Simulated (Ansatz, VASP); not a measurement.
## Cross-check of Zr6SiO14 (amorphous 86ZrO2-14SiO2 (mol %)) between VASP and Ansatz

Aim: how closely do two programs agree when they are given the same cell, functional and k mesh? Of the first pair: The structure shown is the start of the Ansatz relaxation below; VASP solves that cell, so the two are compared at the walk's first step.

Main program and level: Ansatz 0.2.0; plane waves, with VASP 6.6.1 beside it; single point at PBE.

## (1) The structure

The cell holds 84 atoms: 24 Zr, 4 Si and 56 O. Its edges and angles: a = 10.148 Å, b = 10.340 Å, c = 9.857 Å, α = 90.5°, β = 89.5°, γ = 92.4°. As first built, before any earlier steps moved the atoms (in the runner's words): 84 atoms (24 Zr, 4 Si, 56 O) placed at random at 4.72 g/cm^3, melted at 5000 K for 10 ps at fixed volume with the Morse and Coulomb pair potential with partial charges (Pedone, Malavasi, Menziani, Cormack and Segre, J. Phys. Chem. B 110, 11780 (2006)). Quenched from 5000 K to 300 K at 50 K/ps and fixed volume, held 5 ps, then minimised at fixed cell.

## (2) Ansatz: relaxation, PBE

Ansatz runs on its default PAW (the set named soft_2) files.

The two programs are compared at the cell with which this relaxation starts, whose forces are those of its first step.

Input file input.yaml:

```yaml
crystal:
  lattice:
    - [10.14588, -0.2153, 0.04342]
    - [-0.2153, 10.33718, -0.04395]
    - [0.04342, -0.04395, 9.85663]
  atoms:
    - { symbol: Zr, position: [0.38768, 0.54469, 0.11743] }
    - { symbol: Zr, position: [0.03564, 0.77909, 0.31845] }
    - { symbol: Zr, position: [0.02836, 0.80933, 0.71969] }
    - { symbol: Zr, position: [0.2987, 0.32426, 0.28493] }
    - { symbol: Zr, position: [0.7286, 0.13747, 0.18926] }
    - { symbol: Zr, position: [0.68999, 0.76116, 0.19335] }
    - { symbol: Zr, position: [0.53604, 0.11633, 0.85457] }
    - { symbol: Zr, position: [0.27104, 0.02178, 0.39376] }
    - { symbol: Zr, position: [0.90344, 0.14903, 0.83701] }
    - { symbol: Zr, position: [0.9337, 0.43952, 0.24768] }
    - { symbol: Zr, position: [0.57895, 0.93433, 0.6093] }
    - { symbol: Zr, position: [0.66742, 0.38552, 0.95579] }
    - { symbol: Zr, position: [0.62336, 0.70649, 0.86875] }
    - { symbol: Zr, position: [0.25719, 0.68225, 0.84822] }
    - { symbol: Zr, position: [0.05112, 0.12303, 0.17362] }
    - { symbol: Zr, position: [0.83806, 0.46446, 0.63947] }
    - { symbol: Zr, position: [0.28432, 0.32735, 0.88718] }
    - { symbol: Zr, position: [0.78047, 0.74534, 0.5207] }
    - { symbol: Zr, position: [0.41285, 0.74854, 0.39948] }
    - { symbol: Zr, position: [0.93763, 0.04419, 0.4927] }
    - { symbol: Zr, position: [0.48772, 0.49091, 0.66774] }
    - { symbol: Zr, position: [0.12034, 0.28087, 0.62267] }
    - { symbol: Zr, position: [0.65764, 0.43949, 0.3535] }
    - { symbol: Zr, position: [0.17881, 0.56004, 0.49226] }
    - { symbol: Si, position: [0.24991, 0.01143, 0.9132] }
    - { symbol: Si, position: [0.41358, 0.85808, 0.09249] }
    - { symbol: Si, position: [0.94801, 0.67753, 0.02111] }
    - { symbol: Si, position: [0.53241, 0.21106, 0.48734] }
    - { symbol: O, position: [0.2606, 0.51913, 0.94337] }
    - { symbol: O, position: [0.66395, 0.52875, 0.7829] }
    - { symbol: O, position: [0.89527, 0.65263, 0.6566] }
    - { symbol: O, position: [0.01986, 0.77619, 0.12378] }
    - { symbol: O, position: [0.50907, 0.93576, 0.79238] }
    - { symbol: O, position: [0.84014, 0.80273, 0.32999] }
    - { symbol: O, position: [0.10331, 0.26756, 0.82602] }
    - { symbol: O, position: [0.76485, 0.96699, 0.53597] }
    - { symbol: O, position: [0.50311, 0.6797, 0.23701] }
    - { symbol: O, position: [0.33536, 0.34488, 0.07959] }
    - { symbol: O, position: [0.63362, 0.20295, 0.36306] }
    - { symbol: O, position: [0.38867, 0.58875, 0.52015] }
    - { symbol: O, position: [0.17743, 0.682, 0.66478] }
    - { symbol: O, position: [0.5967, 0.78826, 0.46057] }
    - { symbol: O, position: [0.07264, 0.31337, 0.21277] }
    - { symbol: O, position: [0.93408, 0.20014, 0.62189] }
    - { symbol: O, position: [0.20386, 0.36862, 0.45803] }
    - { symbol: O, position: [0.01965, 0.58585, 0.36649] }
    - { symbol: O, position: [0.7453, 0.5885, 0.26626] }
    - { symbol: O, position: [0.40016, 0.92362, 0.5076] }
    - { symbol: O, position: [0.68629, 0.56174, 0.53186] }
    - { symbol: O, position: [0.68567, 0.95771, 0.2033] }
    - { symbol: O, position: [0.03306, 0.69042, 0.88425] }
    - { symbol: O, position: [0.30607, 0.40232, 0.69948] }
    - { symbol: O, position: [0.37684, 0.98536, 0.00928] }
    - { symbol: O, position: [0.12802, 0.05848, 0.99822] }
    - { symbol: O, position: [0.21283, 0.75232, 0.40635] }
    - { symbol: O, position: [0.72326, 0.0971, 0.81205] }
    - { symbol: O, position: [0.96499, 0.97968, 0.76378] }
    - { symbol: O, position: [0.38317, 0.89715, 0.24734] }
    - { symbol: O, position: [0.4448, 0.65595, 0.78721] }
    - { symbol: O, position: [0.69213, 0.79117, 0.70644] }
    - { symbol: O, position: [0.08437, 0.97251, 0.31399] }
    - { symbol: O, position: [0.9854, 0.84738, 0.52563] }
    - { symbol: O, position: [0.79404, 0.72192, 0.00539] }
    - { symbol: O, position: [0.48024, 0.41202, 0.27045] }
    - { symbol: O, position: [0.5061, 0.32627, 0.83659] }
    - { symbol: O, position: [0.81742, 0.3513, 0.82199] }
    - { symbol: O, position: [0.32087, 0.13204, 0.83232] }
    - { symbol: O, position: [0.55747, 0.81735, 0.03343] }
    - { symbol: O, position: [0.61187, 0.19754, 0.02834] }
    - { symbol: O, position: [0.89515, 0.1237, 0.31392] }
    - { symbol: O, position: [0.55405, 0.35876, 0.53607] }
    - { symbol: O, position: [0.5715, 0.5408, 0.01814] }
    - { symbol: O, position: [0.94791, 0.53364, 0.07483] }
    - { symbol: O, position: [0.03582, 0.45337, 0.61643] }
    - { symbol: O, position: [0.7584, 0.35671, 0.17422] }
    - { symbol: O, position: [0.32119, 0.73496, 0.04531] }
    - { symbol: O, position: [0.14556, 0.10108, 0.53013] }
    - { symbol: O, position: [0.83847, 0.39526, 0.43609] }
    - { symbol: O, position: [0.24494, 0.1402, 0.23508] }
    - { symbol: O, position: [0.21117, 0.88242, 0.82644] }
    - { symbol: O, position: [0.88807, 0.14348, 0.04694] }
    - { symbol: O, position: [0.26447, 0.52932, 0.27044] }
    - { symbol: O, position: [0.55002, 0.12749, 0.61982] }
    - { symbol: O, position: [0.38694, 0.18873, 0.4278] }
kpoints:
  mp_grid: { grid: [1, 1, 1] }
hamiltonian:
  xc: pbe
scf:
  occupations: { method: fixed }
output:
  forces: true
  eigenvalues: true
  stress: true
relax:
  f_tol: 0.05
  max_steps: 70
```

Command:

```bash
$ ansatz run input.yaml --threads 4 --pin off --max-ram 8192MiB --backend cpu --events-out ev --progress --plain --runs-dir out
```

Numbers of over 12 decimals in the logs are rounded to 6 here.

Log:

```text
Warning: output.stress: scf.convergence.dr2_threshold = 1e-7 eV (the SCF's general default) is looser than the 8.4e-9 eV advised for a printed stress (1e-10 eV for each atom of the cell: 84). What an SCF threshold leaves in a stress goes as its square root, and in the free energy as the threshold itself, and one threshold admits the most on a small cell: [figures from the program's tests cut] Every solve of this run  [...]
Engine: ansatz 0.2.0, aarch64-unknown-linux-gnu
Pseudopotentials: kind: paw
Pseudopotential: Zr, paw, valence charge 12, recommended cutoff 420 eV (normal), Zr.paw.azcp
Pseudopotential: Si, paw, valence charge 4, recommended cutoff 420 eV (normal), Si.paw.azcp
Pseudopotential: O, paw, valence charge 6, recommended cutoff 420 eV (normal), O.paw.azcp
Functional definition: PBE
  parameter kappa = 0.804
  parameter beta = 0.066725
  exchange = pbe_x(kappa = kappa, mu = beta*pi^2/3)
  correlation = pbe_c(beta = beta)
Crystal: 84 atoms, lattice volume = 1033.266 Å³
Basis set: ecut = 420 eV, 20189 PW (Γ), exchange–correlation on 144×144×144 points (8 copies of the dense FFT grid, shifted against one another)
Bands: 404, of which v1, the nominal top of the filled ones, is band 320 counted from 1 (319 counted from 0)
Symmetry: 1 space group operations
Space group: P1 (ITA 1), of the structure as read, at distance tolerance 1.0e-4 Å
k-points: 1
Non-local potential: Zr, projectors of the file, l = 0: 3, l = 1: 2, l = 2: 2, l = 3: 2
Non-local potential: Si, projectors of the file, l = 0: 2, l = 1: 2, l = 2: 2
Non-local potential: O, projectors of the file, l = 0: 2, l = 1: 2, l = 2: 1
PAW form: soft (Blöchl's): semilocal exchange-correlation on the pseudo side does not see the compensation charge
PAW one-centre angular grid: Zr, 590 points (default); XC on 64 Gauss nodes
PAW one-centre angular grid: Si, 110 points (default); XC on 64 Gauss nodes
PAW one-centre angular grid: O, 110 points (default); XC on 64 Gauss nodes
Initial density: superposition of atomic densities (neutral atoms: chi_scale 0, normalization atom), corrected by the library's trained network
Initial wavefunctions: pseudopotential atomic-orbital guess
Functional: x = pbe(κ = 0.804, μ = 0.219515), c = pbe(β = 0.066725)
SCF iter   1: F=—  HF=-134857.326451 eV  |F-HF|=—  |Δ(HF+E_count)|=         —  Δρ=4.31e-3  dr2=1.51e-1  ethr=1.77e-3  ⟨swp⟩=5.0  Hψ=1332  notcnv=0  defer=82
preconditioner: auto → Resta (q_TF=auto, 2.519 Å⁻¹)  ε∞=3.9  [insulator: Δε(μ)=3.739 eV  Ē_g=16.536 eV  n_scr=262 (ndim 8)  ℏωp=28.1 eV  f_vac=0.074  ε∞_Penn≈3.9]
SCF iter   2: F=—  HF=-134857.310330 eV  |F-HF|=—  |Δ(HF+E_count)|=   1.61e-2  Δρ=2.27e-3  dr2=2.83e-2  ethr=2.36e-5  ⟨swp⟩=2.0  Hψ=787  notcnv=0  defer=82
SCF iter   3: F=—  HF=-134857.316006 eV  |F-HF|=—  |Δ(HF+E_count)|=   5.68e-3  Δρ=9.84e-4  dr2=8.22e-3  ethr=4.43e-6  ⟨swp⟩=3.0  Hψ=527  notcnv=0  defer=82
SCF iter   4: F=—  HF=-134857.316810 eV  |F-HF|=—  |Δ(HF+E_count)|=   8.04e-4  Δρ=2.36e-4  dr2=5.66e-4  ethr=1.28e-6  ⟨swp⟩=2.0  Hψ=512  notcnv=0  defer=82
SCF iter   5: F=—  HF=-134857.317017 eV  |F-HF|=—  |Δ(HF+E_count)|=   2.07e-4  Δρ=1.46e-4  dr2=1.97e-4  ethr=8.85e-8  ⟨swp⟩=2.0  Hψ=548  notcnv=0  defer=82
SCF iter   6: F=-134857.317025 eV  HF=-134857.317016 eV  |F-HF|=8.79e-6  |Δ(HF+E_count)|=   3.28e-7  Δρ=4.80e-5  dr2=2.32e-5  ethr=9.77e-9  ⟨swp⟩=13.0  Hψ=2174  notcnv=0
SCF 1 converged in 6 iterations: F = -134857.317025 eV  dr2 = 2.32e-5
  greatest PAW one-centre occupation: 0.995 electrons in one spin orbital (limit 2), on the Zr atom at site 10 (counted from 0), in its partial waves of l = 0
relax step   1: F+E_penalty+E_count = -134857.31702516 eV  Δ(F+E_penalty+E_count) = +0.000e0 eV  max|allowed force component| = 8.061e-1 eV/Å  Δτ_max = 0.0000 Å  (6 SCF iters, dr2 threshold 6.25e-5 eV, accepted)
Initial density: handed on by an earlier stage of this run
Initial wavefunctions: those handed on with the density
iter 1 solved again at ethr=7.50e-5 eV; its pass at ethr=3.10e-3 eV (dr2=4.80e-1 eV) is discarded
[...]
--- Relaxed structure (20 steps of the walk, 20 accepted, 0 SCFs on fresh bases) ---
  F+E_penalty+E_count = -134858.97667538 eV   max|allowed force component| = 3.895e-2 eV/Å
  atoms:
    - { symbol: Zr, position: [0.384060, 0.545052, 0.119187] }
    - { symbol: Zr, position: [0.038626, 0.769383, 0.294115] }
    - { symbol: Zr, position: [0.016414, 0.800299, 0.709878] }
    - { symbol: Zr, position: [0.291023, 0.314019, 0.279783] }
    - { symbol: Zr, position: [0.725660, 0.135912, 0.191223] }
    - { symbol: Zr, position: [0.681839, 0.762488, 0.195555] }
    - { symbol: Zr, position: [0.537180, 0.107995, 0.855070] }
    - { symbol: Zr, position: [0.267574, 0.00595735, 0.396149] }
    - { symbol: Zr, position: [0.912091, 0.147459, 0.839663] }
    - { symbol: Zr, position: [0.942873, 0.439181, 0.259249] }
    - { symbol: Zr, position: [0.594991, 0.925590, 0.603479] }
    - { symbol: Zr, position: [0.666752, 0.390377, 0.963608] }
    - { symbol: Zr, position: [0.627638, 0.726335, 0.860637] }
    - { symbol: Zr, position: [0.256808, 0.684912, 0.845116] }
    - { symbol: Zr, position: [0.046952, 0.107587, 0.167644] }
    - { symbol: Zr, position: [0.851223, 0.443573, 0.650440] }
    - { symbol: Zr, position: [0.282572, 0.328824, 0.887105] }
    - { symbol: Zr, position: [0.790855, 0.708188, 0.491892] }
    - { symbol: Zr, position: [0.413298, 0.743244, 0.404447] }
    - { symbol: Zr, position: [0.939482, 0.041641, 0.492265] }
    - { symbol: Zr, position: [0.500538, 0.487012, 0.677382] }
    - { symbol: Zr, position: [0.134177, 0.268979, 0.624406] }
    - { symbol: Zr, position: [0.652542, 0.426291, 0.362896] }
    - { symbol: Zr, position: [0.179365, 0.553843, 0.497093] }
    - { symbol: Si, position: [0.244512, 0.015782, 0.896598] }
    - { symbol: Si, position: [0.408807, 0.865432, 0.090161] }
    - { symbol: Si, position: [0.956425, 0.717212, 0.025777] }
    - { symbol: Si, position: [0.522905, 0.199773, 0.492737] }
    - { symbol: O, position: [0.255474, 0.519066, 0.945691] }
    - { symbol: O, position: [0.671452, 0.532682, 0.795698] }
    - { symbol: O, position: [0.897553, 0.635754, 0.656504] }
    - { symbol: O, position: [0.023732, 0.844875, 0.099860] }
    - { symbol: O, position: [0.531021, 0.913683, 0.799785] }
    - { symbol: O, position: [0.846829, 0.808592, 0.310579] }
    - { symbol: O, position: [0.098541, 0.274099, 0.831024] }
    - { symbol: O, position: [0.756010, 0.999598, 0.520185] }
    - { symbol: O, position: [0.495049, 0.678131, 0.235926] }
    - { symbol: O, position: [0.343951, 0.340528, 0.078374] }
    - { symbol: O, position: [0.626125, 0.200986, 0.364281] }
    - { symbol: O, position: [0.391003, 0.584217, 0.521638] }
    - { symbol: O, position: [0.176799, 0.685327, 0.659318] }
    - { symbol: O, position: [0.610962, 0.783509, 0.445459] }
    - { symbol: O, position: [0.073651, 0.309430, 0.193890] }
    - { symbol: O, position: [0.936527, 0.210399, 0.623297] }
    - { symbol: O, position: [0.179287, 0.358244, 0.445015] }
    - { symbol: O, position: [0.00498658, 0.592291, 0.396160] }
    - { symbol: O, position: [0.740529, 0.594888, 0.300044] }
    - { symbol: O, position: [0.406874, 0.915956, 0.513949] }
    - { symbol: O, position: [0.679266, 0.539549, 0.545013] }
    - { symbol: O, position: [0.674090, 0.958016, 0.209060] }
    - { symbol: O, position: [0.033868, 0.686137, 0.886537] }
    - { symbol: O, position: [0.303772, 0.400089, 0.693201] }
[...]
- { symbol: O, position: [0.148230, 0.084461, 0.544274] }
    - { symbol: O, position: [0.846044, 0.385013, 0.435870] }
    - { symbol: O, position: [0.243048, 0.126952, 0.228204] }
    - { symbol: O, position: [0.207235, 0.882226, 0.815809] }
    - { symbol: O, position: [0.879907, 0.132747, 0.046599] }
    - { symbol: O, position: [0.251024, 0.529929, 0.272912] }
    - { symbol: O, position: [0.538675, 0.117764, 0.628859] }
    - { symbol: O, position: [0.375263, 0.182765, 0.431603] }
```

## (3) VASP: single point, PBE, start cell, pair 1

The same cell, functional and mesh now go to VASP, with its own data sets.

Lines of VASP's logs that name or quote its potential files are left out, and so is its time.

Input file INCAR:

```
SYSTEM = Zr6SiO14
PREC = Accurate
ENCUT = 520
EDIFF = 1E-06
NELM = 120
ISMEAR = 0
SIGMA = 0.01
LREAL = Auto
ALGO = Normal
GGA = PE
NBANDS = 384
LASPH = .TRUE.
LORBIT = 11
LWAVE = .FALSE.
LCHARG = .FALSE.
ISIF = 2
GGA_COMPAT = .FALSE.
EFERMI = MIDGAP
NCORE = 2
```

Input file POSCAR:

```
Zr6SiO14
1.0
   10.1458800000     -0.2153000000      0.0434200000
   -0.2153000000     10.3371800000     -0.0439500000
    0.0434200000     -0.0439500000      9.8566300000
Zr Si O
24 4 56
Direct
    0.3876817140      0.5446871495      0.1174342407
    0.0356410938      0.7790876841      0.3184550265
    0.0283564037      0.8093344222      0.7196921273
    0.2986967458      0.3242598297      0.2849332690
    0.7285992088      0.1374732342      0.1892640965
    0.6899926412      0.7611605110      0.1933514319
    0.5360443382      0.1163342912      0.8545656930
    0.2710353684      0.0217815551      0.3937642930
    0.9034449536      0.1490346882      0.8370124976
    0.9336967049      0.4395212595      0.2476785522
    0.5789547406      0.9343290535      0.6092980610
    0.6674238566      0.3855213228      0.9557895668
    0.6233550471      0.7064876560      0.8687537278
    0.2571939396      0.6822511791      0.8482227271
    0.0511191632      0.1230254733      0.1736178973
    0.8380577231      0.4644630894      0.6394705580
    0.2843181224      0.3273528581      0.8871837601
    0.7804707866      0.7453406273      0.5207022764
    0.4128487640      0.7485352571      0.3994846343
    0.9376339722      0.0441925766      0.4926968139
    0.4877152181      0.4909126480      0.6677433378
    0.1203379520      0.2808672257      0.6226691111
    0.6576436813      0.4394938656      0.3535042775
    0.1788117490      0.5600398860      0.4922625428
    0.2499053349      0.0114286155      0.9131976546
    0.4135795270      0.8580781872      0.0924915426
    0.9480059984      0.6775284614      0.0211142100
    0.5324112257      0.2110582245      0.4873429066
    0.2605992139      0.5191326751      0.9433650916
    0.6639489119      0.5287473422      0.7828953490
    0.8952698568      0.6526257045      0.6566047709
    0.0198641433      0.7761901089      0.1237797355
    0.5090700903      0.9357608177      0.7923826769
    0.8401439798      0.8027320905      0.3299911860
    0.1033070071      0.2675628729      0.8260200290
    0.7648543611      0.9669880146      0.5359731619
    0.5031054421      0.6796955481      0.2370108020
    0.3353575169      0.3448813396      0.0795907233
    0.6336199682      0.2029542571      0.3630559391
    0.3886674805      0.5887525015      0.5201473252
    0.1774285841      0.6819961888      0.6647778991
    0.5966968954      0.7882624418      0.4605667003
    0.0726433386      0.3133728402      0.2127723738
    0.9340822861      0.2001358180      0.6218898464
    0.2038637157      0.3686230047      0.4580317227
    0.0196454464      0.5858500164      0.3664939338
    0.7453019227      0.5885033955      0.2662577082
    0.4001640291      0.9236236868      0.5075992645
    0.6862933165      0.5617426017      0.5318643118
    0.6856742495      0.9577138593      0.2032966184
    0.0330629832      0.6904185835      0.8842482981
    0.3060698388      0.4023185123      0.6994776456
    0.3768372109      0.9853597204      0.0092774395
    0.1280173077      0.0584815214      0.9982226939
    0.2128283741      0.7523213247      0.4063481651
    0.7232636115      0.0970969060      0.8120486721
    0.9649889398      0.9796801519      0.7637759683
    0.3831719274      0.8971467365      0.2473352732
    0.4447958428      0.6559489462      0.7872077902
    0.6921297317      0.7911696979      0.7064401966
    0.0843738576      0.9725056088      0.3139894780
    0.9853969076      0.8473836641      0.5256316386
    0.7940360754      0.7219176762      0.0053924349
    0.4802406439      0.4120158713      0.2704530908
    0.5060991823      0.3262718957      0.8365906830
    0.8174198183      0.3512966717      0.8219895766
    0.3208681505      0.1320440760      0.8323200974
    0.5574700124      0.8173498562      0.0334310183
    0.6118739258      0.1975376165      0.0283376988
    0.8951517852      0.1237013243      0.3139175542
    0.5540539238      0.3587581853      0.5360666273
    0.5714976589      0.5407993762      0.0181353773
    0.9479063728      0.5336439075      0.0748324280
    0.0358220026      0.4533736270      0.6164348646
    0.7583998817      0.3567066238      0.1742225825
    0.3211914948      0.7349628900      0.0453050875
    0.1455608833      0.1010757858      0.5301327155
    0.8384748132      0.3952615439      0.4360887208
    0.2449445162      0.1401995953      0.2350830133
    0.2111694610      0.8824153998      0.8264399880
    0.8880701251      0.1434786279      0.0469375315
    0.2644737836      0.5293152324      0.2704352251
    0.5500198624      0.1274874093      0.6198184582
    0.3869410873      0.1887275202      0.4278027675
```

Input file KPOINTS:

```
Automatic mesh
0
Gamma
1 1 1
0 0 0
```

PAW data sets: Zr_sv, Si and O (PBE family, release 64).

Command:

```bash
$ mpirun -np 8 vasp_gam
```

Log:

```text
[banner, memory and clock lines left out]
running    8 mpi-ranks, on    1 nodes
[...]
LDA part: xc-table for (Slater+PW92), standard interpolation
 POSCAR, INCAR and KPOINTS ok, starting setup
[...]
entering main loop
       N       E                     dE             d eps       ncg     rms          rms(c)
DAV:   1     0.874556592993E+04    0.87456E+04   -0.40657E+05   776   0.178E+03
DAV:   2    -0.153807580540E+02   -0.87609E+04   -0.84301E+04   904   0.524E+02
DAV:   3    -0.866004173856E+03   -0.85062E+03   -0.84604E+03   944   0.162E+02
DAV:   4    -0.922244223668E+03   -0.56240E+02   -0.56177E+02  1384   0.341E+01
[...]
DAV:  17    -0.769526706628E+03   -0.31890E-05   -0.16890E-05   888   0.807E-03    0.822E-03
DAV:  18    -0.769526707746E+03   -0.11181E-05   -0.34305E-06   704   0.395E-03    0.285E-03
DAV:  19    -0.769526707839E+03   -0.92448E-07   -0.51522E-07   480   0.163E-03
   1 F= -.76952671E+03 E0= -.76952671E+03  d E =0.000000E+00
```

OUTCAR, selected parts (step 3):

```text
  FREE ENERGIE OF THE ION-ELECTRON SYSTEM (eV)
  ---------------------------------------------------
  free  energy   TOTEN  =      -769.5267078387 eV

  energy  without entropy=     -769.5267078387  energy(sigma->0) =     -769.52670784
```

The run ends at a pressure of 14.10 GPa, with forces up to 1.2 eV/Å.

## (4) Differences

Known differences besides the potentials themselves: fixed occupations in Ansatz, narrow Gaussian smearing in VASP; the cutoff is 420 eV in Ansatz and 520 eV in VASP (PREC = Accurate, projectors in real space). Total energies have different zeros and are not compared.

Forces on 8 of the 84 atoms, those with the largest forces and the largest differences (eV/Å; atoms numbered as in POSCAR):

| atom | Ansatz x, y, z | VASP x, y, z |
| --- | --- | --- |
| Zr5 | -0.089, 0.398, -0.112 | -0.092, 0.468, -0.107 |
| Zr9 | 0.687, 0.462, 0.289 | 0.760, 0.501, 0.312 |
| O32 | 0.464, 0.758, -0.269 | 0.484, 0.790, -0.275 |
| O33 | -0.484, -0.806, 0.583 | -0.518, -0.866, 0.639 |
| O67 | 0.103, 0.350, -0.779 | 0.111, 0.383, -0.808 |
| O73 | 0.079, -0.748, -0.336 | 0.080, -0.787, -0.334 |
| O82 | -0.598, 0.388, 0.424 | -0.643, 0.404, 0.475 |
| O83 | 0.053, 0.052, 0.784 | 0.058, 0.036, 0.831 |

The forces differ by 22 meV/Å r.m.s., which is 7.0 % of the r.m.s. force of 0.315 eV/Å (both taken over all components).

(Part 1 of 3 ends here.)

[Lines on the potential files, build, host, timing and source positions are cut from VASP's logs without a mark.]

[Logs are printed without paths, hosts, clocks, repeated set-up lines and the standing remarks that a program may print on its own settings, such as how far it seeks lower states.]

[Hosts, paths, dates, database ids (printed as entryN), source tags and the programs' standing remarks are cut or masked in the printed files.]
